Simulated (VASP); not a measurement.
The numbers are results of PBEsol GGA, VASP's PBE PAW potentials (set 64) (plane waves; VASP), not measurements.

The input files of a VASP run:

POSCAR:
```
CuI
1
    0.0000000000     2.9725653051     2.9725653051
    2.9725653051     0.0000000000     2.9725653051
    2.9725653051     2.9725653051     0.0000000000
Cu I
1 1
Direct
  0.0000000000   0.0000000000   0.0000000000
  0.7500000000   0.7500000000   0.7500000000
```

**KPOINTS**
```
Automatic mesh
0
Gamma
9 9 9
0 0 0
```

INCAR:
```
IBRION  =  2   # conjugate gradients
NELMIN  =  4
ENCUT  =  400   # plane-wave cut-off (eV)
PREC  =  Normal
EDIFFG  =  -0.03   # ionic stop
SYSTEM  =  CuI
NSW  =  20   # most ionic steps
ALGO  =  Fast
LASPH  =  .TRUE.   # aspherical one-centre terms
LMAXMIX  =  4
SIGMA  =  0.05   # width (eV)
LWAVE  =  .FALSE.
NELM  =  100   # most electronic steps
ISMEAR  =  0
EDIFF  =  1E-5
ISIF  =  2
LREAL  =  .FALSE.   # projection in real space or not
LCHARG  =  .FALSE.
GGA  =  PS
```

POTCAR, in this order: Cu I (PBE.64 set). Program: vasp_std.

Unless said otherwise, spin-orbit coupling is left out, though it shifts the bands of the heavy elements here.

Predict the energy per atom (σ→0), band gap (on the k-mesh).

```
Property                          Result
------------------------  --------------
energy per atom (σ→0)     -3.160 eV/atom
band gap (on the k-mesh)         1.19 eV
```

OSZICAR:
```
...
RMM:   6    -0.651176338864E+01    0.14979E+00   -0.48366E+00   911   0.404E+01    0.398E+00
RMM:   7    -0.631939745897E+01    0.19237E+00   -0.11051E+00   939   0.215E+01    0.186E+00
RMM:   8    -0.632000020586E+01   -0.60275E-03   -0.65737E-02  1145   0.264E+00    0.181E-01
RMM:   9    -0.632040637295E+01   -0.40617E-03   -0.58068E-03  1111   0.583E-01    0.677E-02
RMM:  10    -0.632043456815E+01   -0.28195E-04   -0.50221E-04  1113   0.242E-01    0.275E-02
RMM:  11    -0.632044557022E+01   -0.11002E-04   -0.71937E-05   875   0.120E-01    0.117E-02
RMM:  12    -0.632044600850E+01   -0.43828E-06   -0.35746E-05   655   0.814E-02
   1 F= -.63204460E+01 E0= -.63204460E+01  d E =-.632045E+01
```

The compound is CuI in the zinc blende structure. It was relaxed first, which changed the volume by -5 %.
